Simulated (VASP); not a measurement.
# Driving VASP from ASE on SiNi

Do ASE scripts that read SiNi from different structure formats give one answer, and do several routes find one equilibrium volume? All runs use r2SCAN. Left out of this account: 1 further run (fields: a reference on another mesh). The start is a computed cell from the Materials Project.

Calculated with VASP 6.6.1; r2SCAN, spin-polarised from a ferromagnetic start; plane waves and PAW (Si, Ni).

Report form: the programs' logs are mostly left out.

**1. The starting structure**

Symmetry: Pmmn, No. 59, orthorhombic system. Conventional cell: a = 2.943 Å, b = 3.280 Å, c = 4.677 Å, α = 90.00°, β = 90.00°, γ = 90.00°. Si has 6 Ni at 2.34 to 2.37 Å nearest. Ni has 6 Si at 2.34 to 2.37 Å nearest. Farther neighbours are not listed.

**2. Self-consistent run (r2SCAN, through ASE)**

A single point through ASE, with the structure read from a POSCAR.

Input file run.py:

```python
import numpy as np
from ase.calculators.vasp import Vasp
from ase.io import read
from ase.dft.bandgap import bandgap

atoms = read('structure.vasp')

calc = Vasp(
    xc='r2scan',
    pp='PBE',
    prec='Accurate',
    encut=400,
    ediff=1e-06,
    nelm=100,
    ismear=-1,
    sigma=0.05,
    lreal=False,
    algo='Normal',
    lasph=True,
    nbands=24,
    ispin=2,
    lmaxmix=4,
    lorbit=11,
    lwave=False,
    lcharg=False,
    kpar=4,
    isif=2,
    pp_version='64',
    setups={'Si': '', 'Ni': ''},
    kpts=(10, 9, 7),
    gamma=True,
    txt='vasp.out',
    magmom=[0.0, 0.0, 1.0, 1.0],
)
atoms.calc = calc

print("energy (eV):", round(atoms.get_potential_energy(), 6))
print("Fermi level (eV):", round(calc.get_fermi_level(), 4))
print("forces (eV/A):")
print(np.round(atoms.get_forces(), 4))
print("stress (GPa, Voigt, tension positive):", np.round(atoms.get_stress() * 160.21766, 3))
print("magnetic moment (muB):", round(atoms.get_magnetic_moment(), 3))
gap, p1, p2 = bandgap(calc, direct=False)
print("gap on the mesh (eV):", round(gap, 4))
```

Input file structure.vasp:

```
SiNi
1.0
    2.9427706600      0.0000000000      0.0000000000
    0.0000000000      3.2803255400      0.0000000000
    0.0000000000      0.0000000000      4.6774467600
Si Ni
2 2
Direct
    0.0000000000      0.0000000000      0.1568568400
    0.5000000000      0.5000000000      0.8431431600
    0.0000000000      0.0000000000      0.6575044100
    0.5000000000      0.5000000000      0.3424955900
```

Potentials, in the order of the species: Si and Ni (PBE family, release 64).

Run with:

```sh
$ export ASE_VASP_COMMAND="mpirun -np 4 vasp_std"
$ python run.py
```

Elapsed: 70 s, on 4 MPI ranks of Intel Xeon 6975P-C (Granite Rapids), shared host; peak memory 0.98 GiB; 4.6 min of CPU time.

The moments of the start collapse, so the state is non-magnetic; other starts or orders were not tried. The PAW data sets were made with PBE, which is usual practice but a small mismatch for other functionals.

This step gave:

- SCF cycles: 16
- electrons: 28
- bands: 24
- irreducible k-points: 120
- symmetry operations: 8
- free energy (TOTEN): -43.10 eV
- energy at zero smearing: -43.10 eV
- Fermi energy: 11.59 eV
- pressure: -0.04506 GPa
- metallic: yes

The spin moment in the PAW sphere vanishes on all atoms.

The pressure is -0.05 GPa and the largest force 0.033 eV/Å, so the cell is not at a minimum at these settings.

**3. A single point (r2SCAN, through ASE)**

The single point through ASE, with the structure read from a CIF with its space group. The mesh changes to 8×7×5, so this is no clean test of the format.

Changes to run.py since step 2:

```diff
@@ -5,3 +5,3 @@
 
-atoms = read('structure.vasp')
+atoms = read('SiNi.cif')
 
@@ -29,3 +29,3 @@
     setups={'Si': '', 'Ni': ''},
-    kpts=(10, 9, 7),
+    kpts=(8, 7, 5),
     gamma=True,
```

Input file SiNi.cif:

```cif
data_SiNi
_cell_length_a 2.94277066
_cell_length_b 3.28032554
_cell_length_c 4.67744676
_cell_angle_alpha 90.00000000
_cell_angle_beta 90.00000000
_cell_angle_gamma 90.00000000
_space_group_name_H-M_alt 'Pmmn'
_space_group_name_Hall 'P 2 2ab -1ab'
_space_group_IT_number 59
loop_
_space_group_symop_operation_xyz
'x,y,z'
'-x,-y,z'
'x+1/2,-y+1/2,-z'
'-x+1/2,y+1/2,-z'
'-x+1/2,-y+1/2,-z'
'x+1/2,y+1/2,-z'
'-x,y,z'
'x,-y,z'
loop_
_atom_site_label
_atom_site_type_symbol
_atom_site_symmetry_multiplicity
_atom_site_Wyckoff_symbol
_atom_site_fract_x
_atom_site_fract_y
_atom_site_fract_z
_atom_site_occupancy
Si1 Si 2 a 0.0000000000 0.0000000000 0.1568568400 1
Ni1 Ni 2 a 0.0000000000 0.0000000000 0.6575044100 1
```

Elapsed: 39 s, on 4 MPI ranks; peak memory 0.77 GiB.

The k-mesh is coarse for a metal.

This step gave:

* irreducible k-points: 60
* free energy (TOTEN): -43.12 eV
* energy at zero smearing: -43.12 eV
* Fermi energy: 11.69 eV
* pressure: 0.03068 GPa

The energy lies -4.03 meV an atom from the first script, on another mesh.

**4. Relaxing cell and atoms (r2SCAN, through ASE)**

Properties are meant for the cell that this level of theory prefers, so cell and atoms are relaxed first (ISIF = 3) until forces and stress are small; EDIFFG sets the threshold.

Changes to run.py since step 3:

```diff
@@ -3,3 +3,2 @@
 from ase.io import read
-from ase.dft.bandgap import bandgap
 
@@ -26,6 +25,9 @@
     kpar=4,
-    isif=2,
+    ibrion=2,
+    nsw=60,
+    isif=3,
+    ediffg=-0.01,
     pp_version='64',
     setups={'Si': '', 'Ni': ''},
-    kpts=(8, 7, 5),
+    kpts=(10, 9, 7),
     gamma=True,
@@ -42,3 +44,5 @@
 print("magnetic moment (muB):", round(atoms.get_magnetic_moment(), 3))
-gap, p1, p2 = bandgap(calc, direct=False)
-print("gap on the mesh (eV):", round(gap, 4))
+print("cell (A, degrees):", np.round(atoms.cell.cellpar(), 4))
+print("volume (A^3):", round(atoms.get_volume(), 4))
+print("positions:")
+print(np.round(atoms.get_scaled_positions(), 5))
```

Input file SiNi.cif:

```cif
data_SiNi
_cell_length_a 2.94277066
_cell_length_b 3.28032554
_cell_length_c 4.67744676
_cell_angle_alpha 90.00000000
_cell_angle_beta 90.00000000
_cell_angle_gamma 90.00000000
_space_group_name_H-M_alt 'P1'
_space_group_name_Hall 'P 1'
_space_group_IT_number 1
loop_
_space_group_symop_operation_xyz
'x,y,z'
loop_
_atom_site_label
_atom_site_type_symbol
_atom_site_symmetry_multiplicity
_atom_site_Wyckoff_symbol
_atom_site_fract_x
_atom_site_fract_y
_atom_site_fract_z
_atom_site_occupancy
Si1 Si 1 a 0.0000000000 0.0000000000 0.1568568400 1
Si2 Si 1 a 0.5000000000 0.5000000000 0.8431431600 1
Ni1 Ni 1 a 0.0000000000 0.0000000000 0.6575044100 1
Ni2 Ni 1 a 0.5000000000 0.5000000000 0.3424955900 1
```

It took 2.5 min on 4 MPI ranks; peak memory 0.97 GiB; 9.8 min of CPU time.

The run keeps the 8 symmetry operations of its start, so it cannot find a distortion of lower symmetry.

No atom moved by 0.005 Å in the relaxation.

Numbers from this step:

```
irreducible k-points            : 120
free energy (TOTEN)             : -43.11 eV
energy at zero smearing         : -43.10 eV
Fermi energy                    : 11.60 eV
pressure                        : -0.09068 GPa
SCF cycles over all ionic steps : 29
```

It ends with a largest force of 0.009 eV/Å and a pressure of -0.09 GPa.

**5. Energy against volume, from ASE (r2SCAN)**

An ASE loop scales the volume and fits the energies, which gives the bulk modulus from energies alone.

Input file run.py:

```python
import numpy as np
from ase.calculators.vasp import Vasp
from ase.io import read
from ase.eos import EquationOfState
from ase.units import GPa

atoms = read('structure.vasp')

calc = Vasp(
    xc='r2scan',
    pp='PBE',
    prec='Accurate',
    encut=400,
    ediff=1e-06,
    nelm=100,
    ismear=-1,
    sigma=0.05,
    lreal=False,
    algo='Normal',
    lasph=True,
    nbands=24,
    ispin=2,
    lmaxmix=4,
    lorbit=11,
    lwave=False,
    lcharg=False,
    kpar=4,
    isif=2,
    pp_version='64',
    setups={'Si': '', 'Ni': ''},
    kpts=(10, 9, 7),
    gamma=True,
    txt='vasp.out',
    magmom=[0.0, 0.0, 1.0, 1.0],
)
atoms.calc = calc

cell, volumes, energies = atoms.get_cell(), [], []
for x in [0.94, 0.96, 0.98, 1.0, 1.02, 1.04, 1.06]:
    atoms.set_cell(cell * x ** (1 / 3), scale_atoms=True)
    volumes.append(atoms.get_volume())
    energies.append(atoms.get_potential_energy())
    print(f"{x:.2f}  V = {volumes[-1]:.4f} A^3  E = {energies[-1]:.6f} eV")
v0, e0, b0 = EquationOfState(volumes, energies, eos="birchmurnaghan").fit()
print(f"V0 = {v0:.4f} A^3  E0 = {e0:.6f} eV  B0 = {b0 / GPa:.2f} GPa")
```

structure.vasp is that of step 2.

It took 8.3 min on 4 MPI ranks; peak memory 1 GiB.

The magnetic state follows from one typed start and may not be the lowest.

Numbers from this step:

- bulk modulus: 200.4 GPa
- equilibrium volume of the fit: 11.31 Å³/atom

The fitted volume lies +0.25 % from the relaxed one.

**6. Relaxation driven by ASE (r2SCAN)**

Here ASE drives the relaxation and calls VASP for forces and stress at each step.

Input file run.py:

```python
import numpy as np
from ase.calculators.vasp import Vasp
from ase import Atoms
from ase.optimize import BFGS
from ase.filters import FrechetCellFilter

atoms = Atoms(['Si', 'Si', 'Ni', 'Ni'],
              cell=[[2.94277066, 0.0, 0.0], [0.0, 3.28032554, 0.0], [0.0, 0.0, 4.67744676]],
              scaled_positions=[[0.0, 0.0, 0.15685684], [0.5, 0.5, 0.84314316], [0.0, 0.0, 0.65750441], [0.5, 0.5, 0.34249559]],
              pbc=True)

calc = Vasp(
    xc='r2scan',
    pp='PBE',
    prec='Accurate',
    encut=400,
    ediff=1e-06,
    nelm=100,
    ismear=-1,
    sigma=0.05,
    lreal=False,
    algo='Normal',
    lasph=True,
    nbands=24,
    ispin=2,
    lmaxmix=4,
    lorbit=11,
    lwave=False,
    lcharg=False,
    kpar=4,
    isif=2,
    pp_version='64',
    setups={'Si': '', 'Ni': ''},
    kpts=(10, 9, 7),
    gamma=True,
    txt='vasp.out',
    magmom=[0.0, 0.0, 1.0, 1.0],
)
atoms.calc = calc

BFGS(FrechetCellFilter(atoms)).run(fmax=0.02, steps=30)
print("cell (A, degrees):", np.round(atoms.cell.cellpar(), 4))
print("volume (A^3):", round(atoms.get_volume(), 4))
print("energy (eV):", round(atoms.get_potential_energy(), 6))
print("Fermi level (eV):", round(calc.get_fermi_level(), 4))
print("forces (eV/A):")
print(np.round(atoms.get_forces(), 4))
print("stress (GPa, Voigt, tension positive):", np.round(atoms.get_stress() * 160.21766, 3))
print("magnetic moment (muB):", round(atoms.get_magnetic_moment(), 3))
```

Run time: 3.6 min. Hardware: 4 MPI ranks; peak memory 0.97 GiB; 14 min of CPU time.

Numbers from this step:

| Quantity | Value |
| --- | --- |
| optimizer steps | 2 |
| volume after bfgs | 11.29 Å³/atom |

**7. Side by side**

| run | atoms | mesh | energy (eV/atom) | pressure (GPa) |
| --- | --- | --- | --- | --- |
| ASE, structure read from a POSCAR | 4 | 10×9×7 | -10.77525 | -0.045 |
| ASE, structure read from a CIF with its space group | 4 | 8×7×5 | -10.77928 | 0.031 |

**8. Total energy, forces and stress (r2SCAN, through ASE), changed input**

A single point gives energy, forces and stress at these settings. Some settings are moved from the usual, to see what they do.

Changes to run.py since step 6:

```diff
@@ -3,4 +3,3 @@
 from ase import Atoms
-from ase.optimize import BFGS
-from ase.filters import FrechetCellFilter
+from ase.dft.bandgap import bandgap
 
@@ -14,3 +13,3 @@
     pp='PBE',
-    prec='Accurate',
+    prec='Low',
     encut=400,
@@ -23,3 +22,3 @@
     lasph=True,
-    nbands=24,
+    nbands=38,
     ispin=2,
@@ -40,5 +39,2 @@
 
-BFGS(FrechetCellFilter(atoms)).run(fmax=0.02, steps=30)
-print("cell (A, degrees):", np.round(atoms.cell.cellpar(), 4))
-print("volume (A^3):", round(atoms.get_volume(), 4))
 print("energy (eV):", round(atoms.get_potential_energy(), 6))
@@ -49 +45,3 @@
 print("magnetic moment (muB):", round(atoms.get_magnetic_moment(), 3))
+gap, p1, p2 = bandgap(calc, direct=False)
+print("gap on the mesh (eV):", round(gap, 4))
```

Elapsed: 47 s, on 4 MPI ranks; peak memory 0.98 GiB; 3 min of CPU time.

The run converged; its settings lie outside those of the reference runs, so its numbers are set aside.

Against the sound run on this cell (self-consistent run (r2SCAN, through ASE)) the energy at zero smearing moves by -7.0 meV an atom and the pressure by +0.45 GPa.

Settings moved from the usual: PREC = Low and NBANDS = 38.

Empty bands beyond the smearing tail don't enter the ground state, so NBANDS mostly costs time. PREC = Low changes the FFT grids. ALGO acts on the way to self-consistency or on speed; a fully converged result doesn't depend on them, though slow mixing can meet EDIFF with the stress still off.

**9. What came out**

| Quantity | Value |
| --- | --- |
| energy, ASE, structure read from a POSCAR | -10.77525 eV/atom |
| energy, ASE, structure read from a CIF with its space group | -10.77928 eV/atom |
| volume from VASP's own relaxation | 11.28 Å³/atom |
| volume from the fit of the ASE volume loop | 11.31 Å³/atom |
| volume from BFGS in ASE | 11.29 Å³/atom |

With the structure read from a CIF with its space group, ASE's run differs from the first script by -4.0 meV an atom, which comes from its other mesh. The routes to the equilibrium volume agree within 0.25 %. VASP's relaxation keeps the plane waves of its start, while ASE starts VASP afresh at each cell, and a loop at fixed shape can't relax anything but the volume. Only the typed magnetic starts were tried, so the magnetic ground state may differ and with it the other results.

[Lines on the potential files, build, host, timing and source positions are cut from VASP's logs without a mark.]

[Logs are printed without paths, hosts, clocks, repeated set-up lines and the standing remarks that a program may print on its own settings, such as how far it seeks lower states.]

[Hosts, paths, dates, database ids (printed as entryN), source tags and the programs' standing remarks are cut or masked in the printed files.]

[A measured line is paired with the nearest computed mode of its activity, which favours agreement.]
